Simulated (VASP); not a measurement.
# Sb2Pt (Geversite): Be into a neighbouring Pt vacancy, part 4 of 4

Wanted: the minimum-energy path in Sb2Pt (Geversite) for this move: Be into a neighbouring Pt vacancy. The start is a cell from a database of measured crystal structures.

VASP 6.6.1, plane waves and PAW; the level of theory is named at each step.

So far. Step 3 (Relax the start): The run ended after 14 ionic steps, 0.471 eV below its first step, once the forces on the free atoms met EDIFFG = -0.05. Step 4 (Relax the end): The run ended after 20 ionic steps, 0.439 eV below its first step, once the forces on the free atoms met EDIFFG = -0.05.

### Step 5. Nudged elastic band

Level of this step: PBEsol; plane waves and PAW (Pt, Be, Sb) (VASP).

Images on a straight line between the ends relax across the path, while springs keep them spaced along it.

INCAR

```
SYSTEM = BeSb16Pt6
PREC = Normal
ENCUT = 280
EDIFF = 1E-05
NELM = 120
ISMEAR = 1
SIGMA = 0.15
LREAL = Auto
ALGO = Fast
GGA = PS
NBANDS = 94
LASPH = .TRUE.
LWAVE = .FALSE.
LCHARG = .FALSE.
IMAGES = 3
SPRING = -5
IBRION = 3
POTIM = 0.15
NSW = 60
EDIFFG = -0.05
ISYM = 0
ISIF = 0
SMASS = 1
```

POSCAR

```
BeSb16Pt6
1.0
    0.0000000000      6.4606939514      6.4606939514
    6.4606939514      0.0000000000      6.4606939514
    6.4606939514      6.4606939514      0.0000000000
Pt Be Sb
6 1 16
Direct
    0.9996701516      0.5000873549      0.4997081273
    0.4998488845      0.5001416371      0.9997374706
    0.9999472781      0.4998192279      0.9996937835
    0.4997810327      0.9999308462      0.4998506311
    0.9997517655      0.9999268264      0.0001106344
    0.4997904402      0.4997717307      0.4996503501
    0.0000988799      0.0004245416      0.4995230524
    0.3136332967      0.5619869492      0.8120040156
    0.8159473339      0.0569862773      0.3146078416
    0.5488413079      0.8289774724      0.3024965597
    0.0668001727      0.3102343462      0.8109525784
    0.8140680601      0.3114212456      0.5602487404
    0.3176404226      0.8361293886      0.0503992327
    0.3120846363      0.3092816284      0.3098339484
    0.8257486765      0.8248006185      0.8043099546
    0.1842142591      0.9423265160      0.6856069633
    0.6864938511      0.4371483188      0.1872261845
    0.9324499772      0.6896751466      0.1884547276
    0.4505880661      0.1703368069      0.6977684305
    0.6817319773      0.1642824571      0.9496734823
    0.1855402413      0.6883633334      0.4395036326
    0.1749065648      0.1750257941      0.1948999064
    0.6877146206      0.6908571583      0.6898203806
```

KPOINTS

```
Automatic mesh
0
Gamma
3 3 3
0 0 0
```

00/POSCAR

```
BeSb16Pt6
1.0
    0.0000000000      6.4606939514      6.4606939514
    6.4606939514      0.0000000000      6.4606939514
    6.4606939514      6.4606939514      0.0000000000
Pt Be Sb
6 1 16
Direct
    0.9996701516      0.5000873549      0.4997081273
    0.4998488845      0.5001416371      0.9997374706
    0.9999472781      0.4998192279      0.9996937835
    0.4997810327      0.9999308462      0.4998506311
    0.9997517655      0.9999268264      0.0001106344
    0.4997904402      0.4997717307      0.4996503501
    0.0000988799      0.0004245416      0.4995230524
    0.3136332967      0.5619869492      0.8120040156
    0.8159473339      0.0569862773      0.3146078416
    0.5488413079      0.8289774724      0.3024965597
    0.0668001727      0.3102343462      0.8109525784
    0.8140680601      0.3114212456      0.5602487404
    0.3176404226      0.8361293886      0.0503992327
    0.3120846363      0.3092816284      0.3098339484
    0.8257486765      0.8248006185      0.8043099546
    0.1842142591      0.9423265160      0.6856069633
    0.6864938511      0.4371483188      0.1872261845
    0.9324499772      0.6896751466      0.1884547276
    0.4505880661      0.1703368069      0.6977684305
    0.6817319773      0.1642824571      0.9496734823
    0.1855402413      0.6883633334      0.4395036326
    0.1749065648      0.1750257941      0.1948999064
    0.6877146206      0.6908571583      0.6898203806
```

01/POSCAR

```
BeSb16Pt6
1.0
    0.0000000000      6.4606939514      6.4606939514
    6.4606939514      0.0000000000      6.4606939514
    6.4606939514      6.4606939514      0.0000000000
Pt Be Sb
6 1 16
Direct
    0.9995324370      0.4998983340      0.5000832756
    0.4995974691      0.4999745016      1.0000820961
    0.9997601010      0.4997536736      1.0000282490
    0.4996334738      0.9998020958      0.5001313427
    0.9996034134      0.9998007794      0.0004212503
    0.4995742700      0.4997835344      0.4999512976
    0.1248575472      0.0002734672      0.3747901710
    0.3131037963      0.5625789366      0.8121538836
    0.8182124414      0.0555846175      0.3152608206
    0.5500160952      0.8265904788      0.3040521522
    0.0663554098      0.3101018994      0.8117189862
    0.8166724515      0.3103278324      0.5578193454
    0.3164652695      0.8315422713      0.0535678703
    0.3116932352      0.3089932332      0.3104135545
    0.8303232530      0.8229875464      0.8012035739
    0.1815566280      0.9437009144      0.6854528497
    0.6865042882      0.4365278321      0.1877460550
    0.9327700166      0.6894868446      0.1884087760
    0.4493111997      0.1726441198      0.6964059681
    0.6826608050      0.1685568016      0.9470121396
    0.1824516107      0.6892562632      0.4425587659
    0.1696172683      0.1766546643      0.1987852664
    0.6876843993      0.6908192232      0.6898505988
```

02/POSCAR

```
BeSb16Pt6
1.0
    0.0000000000      6.4606939514      6.4606939514
    6.4606939514      0.0000000000      6.4606939514
    6.4606939514      6.4606939514      0.0000000000
Pt Be Sb
6 1 16
Direct
    0.9993947225      0.4997093130      0.5004584240
    0.4993460536      0.4998073660      1.0004267217
    0.9995729240      0.4996881194      1.0003627146
    0.4994859149      0.9996733454      0.5004120543
    0.9994550612      0.9996747325      0.0007318662
    0.4993580999      0.4997953380      0.5002522450
    0.2496162144      0.0001223928      0.2500572896
    0.3125742959      0.5631709241      0.8123037517
    0.8204775489      0.0541829578      0.3159137996
    0.5511908824      0.8242034852      0.3056077448
    0.0659106469      0.3099694527      0.8124853940
    0.8192768428      0.3092344192      0.5553899504
    0.3152901163      0.8269551540      0.0567365080
    0.3113018342      0.3087048381      0.3109931606
    0.8348978296      0.8211744742      0.7980971933
    0.1788989970      0.9450753127      0.6852987361
    0.6865147252      0.4359073454      0.1882659256
    0.9330900561      0.6892985426      0.1883628244
    0.4480343333      0.1749514328      0.6950435058
    0.6835896326      0.1728311462      0.9443507970
    0.1793629800      0.6901491930      0.4456138992
    0.1643279718      0.1782835345      0.2026706264
    0.6876541781      0.6907812880      0.6898808171
```

03/POSCAR

```
BeSb16Pt6
1.0
    0.0000000000      6.4606939514      6.4606939514
    6.4606939514      0.0000000000      6.4606939514
    6.4606939514      6.4606939514      0.0000000000
Pt Be Sb
6 1 16
Direct
    0.9992570080      0.4995202920      0.5008335724
    0.4990946382      0.4996402305      1.0007713472
    0.9993857470      0.4996225651      1.0006971802
    0.4993383560      0.9995445949      0.5006927659
    0.9993067091      0.9995486856      0.0010424820
    0.4991419298      0.4998071417      0.5005531925
    0.3743748817     -0.0000286816      0.1253244083
    0.3120447955      0.5637629116      0.8124536198
    0.8227426564      0.0527812980      0.3165667787
    0.5523656697      0.8218164917      0.3071633374
    0.0654658840      0.3098370060      0.8132518018
    0.8218812342      0.3081410060      0.5529605554
    0.3141149632      0.8223680368      0.0599051456
    0.3109104331      0.3084164430      0.3115727667
    0.8394724062      0.8193614021      0.7949908126
    0.1762413659      0.9464497110      0.6851446225
    0.6865251623      0.4352868588      0.1887857962
    0.9334100956      0.6891102405      0.1883168728
    0.4467574669      0.1772587458      0.6936810434
    0.6845184603      0.1771054907      0.9416894544
    0.1762743494      0.6910421228      0.4486690326
    0.1590386753      0.1799124047      0.2065559863
    0.6876239568      0.6907433528      0.6899110354
```

04/POSCAR

```
BeSb16Pt6
1.0
    0.0000000000      6.4606939514      6.4606939514
    6.4606939514      0.0000000000      6.4606939514
    6.4606939514      6.4606939514      0.0000000000
Pt Be Sb
6 1 16
Direct
    0.9991192934      0.4993312711      0.5012087207
    0.4988432228      0.4994730949      1.0011159728
    0.9991985699      0.4995570108      1.0010316457
    0.4991907971      0.9994158445      0.5009734775
    0.9991583570      0.9994226386      0.0013530979
    0.4989257596      0.4998189454      0.5008541400
    0.4991335490     -0.0001797560      0.0005915269
    0.3115152951      0.5643548990      0.8126034878
    0.8250077639      0.0513796382      0.3172197577
    0.5535404570      0.8194294981      0.3087189299
    0.0650211211      0.3097045592      0.8140182096
    0.8244856256      0.3070475928      0.5505311604
    0.3129398100      0.8177809195      0.0630737832
    0.3105190320      0.3081280478      0.3121523728
    0.8440469827      0.8175483300      0.7918844319
    0.1735837348      0.9478241094      0.6849905089
    0.6865355994      0.4346663721      0.1893056667
    0.9337301350      0.6889219385      0.1882709212
    0.4454806005      0.1795660587      0.6923185810
    0.6854472880      0.1813798353      0.9390281117
    0.1731857188      0.6919350526      0.4517241659
    0.1537493788      0.1815412749      0.2104413463
    0.6875937355      0.6907054177      0.6899412536
```

The projector-augmented-wave data sets are Pt, Be and Sb (PBE family, release 64).

Command:

```
$ mpirun -np 3 vasp_std
```

Log:

```text
[banner, memory and clock lines left out]
running    3 mpi-ranks, on    1 nodes
 each image running on    1 cores
[...]
01/POSCAR found :  3 types and      23 ions
 [... a notice as in an earlier step ...]

 LDA part: xc-table for (Slater+PW92), standard interpolation
[...]
00/POSCAR found :  3 types and      23 ions
[...]
04/POSCAR found :  3 types and      23 ions
 POSCAR, INCAR and KPOINTS ok, starting setup
[...]
entering main loop
       N       E                     dE             d eps       ncg     rms          rms(c)
DAV:   1     0.546995035305E+03    0.54700E+03   -0.36794E+04  2632   0.765E+02
DAV:   2    -0.807290304027E+02   -0.62772E+03   -0.59251E+03  3070   0.184E+02
DAV:   3    -0.123199807447E+03   -0.42471E+02   -0.40909E+02  3056   0.502E+01
DAV:   4    -0.124149263345E+03   -0.94946E+00   -0.93742E+00  3152   0.763E+00
[...]
RMM:  13    -0.119814725571E+03   -0.62309E-05   -0.40587E-04  2701   0.519E-02    0.186E-02
RMM:  14    -0.119814733115E+03   -0.75440E-05   -0.12390E-04  2703   0.236E-02    0.858E-03
RMM:  15    -0.119814732518E+03    0.59681E-06   -0.13493E-05  1620   0.960E-03
   1 F= -.11981473E+03 E0= -.11981728E+03  d E =-.119815E+03
[... from here on, the cycles between the ionic steps are left out ...]
   2 F= -.12349911E+03 E0= -.12350176E+03  d E =-.368438E+01
   6 F= -.12377191E+03 E0= -.12377271E+03  d E =-.280428E-01
  11 F= -.12384946E+03 E0= -.12384964E+03  d E =-.131878E-01
  16 F= -.12391455E+03 E0= -.12391454E+03  d E =-.124524E-01
  21 F= -.12396863E+03 E0= -.12396867E+03  d E =-.953334E-02
  26 F= -.12400761E+03 E0= -.12400775E+03  d E =-.675189E-02
  31 F= -.12403506E+03 E0= -.12403532E+03  d E =-.471570E-02
  36 F= -.12405410E+03 E0= -.12405444E+03  d E =-.327817E-02
  41 F= -.12406772E+03 E0= -.12406810E+03  d E =-.242887E-02
  46 F= -.12407812E+03 E0= -.12407850E+03  d E =-.185241E-02
  51 F= -.12408668E+03 E0= -.12408702E+03  d E =-.156828E-02
  56 F= -.12409364E+03 E0= -.12409392E+03  d E =-.129924E-02
  59 F= -.12409729E+03 E0= -.12409752E+03  d E =-.118647E-02
  60 F= -.12409850E+03 E0= -.12409871E+03  d E =-.120381E-02
damped:  g(F)=  0.216E-02 g(S)=  0.000E+00 dE (1.order)=-0.432E-02
```

The job ended after 85 min (3 MPI ranks of AMD EPYC 7R43, shared host; peak memory 1.1 GiB).

OUTCAR, selected parts (step 5):

```text
  tangential force (eV/A)        -1.040244
  left and right image   1.406400  1.410504 A

  tangential force (eV/A)        -1.040561
  left and right image   1.408034  1.412335 A

 k-point     1 :       0.0000    0.0000    0.0000
  band No.  band energies     occupation
    ...
     72       7.9793      2.00627
     73       8.0898      2.05301
     74       8.1386      2.07073
     75       8.2510      1.68435
     76       8.3051      1.15219
     77       8.7660     -0.00021
     78       9.0784     -0.00000
     79       9.9747     -0.00000
     80      10.0469     -0.00000
     81      10.1128     -0.00000
    ...

 POSITION                                       TOTAL-FORCE (eV/Angst)
 -----------------------------------------------------------------------------------
      6.40156      9.62410      9.66854        -0.040136      0.019819      0.032266
      3.23554      3.23008      6.52679        -0.029269      0.018671      0.019684
      3.24125      6.33992      9.77894        -0.043259      0.038138      0.026901
      9.67269      6.47598      9.76692        -0.027500      0.007000      0.007285
      6.42303      6.44023     12.93166        -0.019058      0.004586      0.015879
      6.40477      6.54847      6.44878        -0.013594     -0.013319      0.025967
      2.27746      3.51701      0.67337         0.834928     -0.178554     -0.509177
      8.88388      7.26145      5.75879        -0.020635      0.020820      0.020406
      2.35915      7.35892      5.73779        -0.020513     -0.018777      0.019132
      7.33592      5.50762      8.83441        -0.033217     -0.029074      0.012228
      7.23168      5.61771      2.42199        -0.025385      0.008232      0.033018
      5.53535      8.90425      7.28232        -0.011786      0.001381      0.004669
      5.67381      2.37520      7.40150         0.017936      0.033866      0.001134
      4.00277      4.04430      4.09382        -0.046404     -0.003138      0.000334
[...]
-----------------------------------------------------------------------------------
    total drift:                               -0.002092      0.001054     -0.000073

  FREE ENERGIE OF THE ION-ELECTRON SYSTEM (eV)
  ---------------------------------------------------
  free  energy   TOTEN  =      -124.0984965453 eV

  energy  without entropy=     -124.0991301565  energy(sigma->0) =     -124.09870775

  tangential force (eV/A)        -1.040421
  left and right image   1.409704  1.414197 A

[... 5 parts as in an earlier step ...]

[... 10 further parts left out ...]
[key lines of the parts left out:]
E-fermi :   8.3186
```

CONTCAR:

```
BeSb16Pt6
   1.00000000000000
     0.0000000000000000    6.4606939513999997    6.4606939513999997
     6.4606939513999997    0.0000000000000000    6.4606939513999997
     6.4606939513999997    6.4606939513999997    0.0000000000000000
  Pt              Be              Sb
     6     1    16
Direct
     0.9976548656102262    0.4988630884093068    0.4919844784103870
     0.5046926900666570    0.5055378972097433   -0.0047339116959494
     0.9966120135717347    0.5169928350019124   -0.0153059417250121
     0.5084759788611685    1.0032685756918354    0.4938906347603666
     1.0021261651097118    0.9994638540869254   -0.0052934091065757
     0.5101990822668552    0.4879566927199371    0.5033870800750139
     0.1480432928058047   -0.0438176438659682    0.3963272031664915
     0.3201168612289450    0.5712406283608565    0.8038258153274784
     0.8309914364492504    0.0571160201319994    0.3080382763532577
     0.5422095621835848    0.8251990166274917    0.3102711018262320
     0.0625344270683128    0.3123469361380969    0.8069874419119589
     0.8243096696904929    0.3028638519443574    0.5539090464264080
     0.3175273288811146    0.8280926447227489    0.0501111681348642
     0.3200390595267180    0.3136105543350556    0.3059469547093657
     0.8645107349764513    0.8279582454358915    0.7561837994084588
     0.1879201060738857    0.9513320404018875    0.6704143838632567
     0.6933541636042515    0.4392982077088253    0.1828102377219100
     0.9266707971587930    0.6956908861759866    0.1825815439449636
     0.4490090775429397    0.1653087252560123    0.7050684517500108
     0.6828236614453278    0.1727880472850033    0.9451991842112709
     0.1996977904673754    0.6558025396413535    0.4457246106738968
     0.1985572440586742    0.2127184716085161    0.1493617919208260
     0.6927992163631689    0.6929080850251029    0.6816419923348360
```

The band used up its steps before its forces met the threshold, so no barrier is taken from it.

### Step 6. Summary of results

| Property | Result |
| --- | --- |
| result | none |

In words: The session ends without its result: «nudged elastic band» used up its steps.

[Lines on the potential files, build, host, timing and source positions are cut from VASP's logs without a mark.]

[Logs are printed without paths, hosts, clocks, repeated set-up lines and the standing remarks that a program may print on its own settings, such as how far it seeks lower states.]

[Hosts, paths, dates, database ids (printed as entryN), source tags and the programs' standing remarks are cut or masked in the printed files.]

[Runs that stopped without an error message from VASP are left out.]
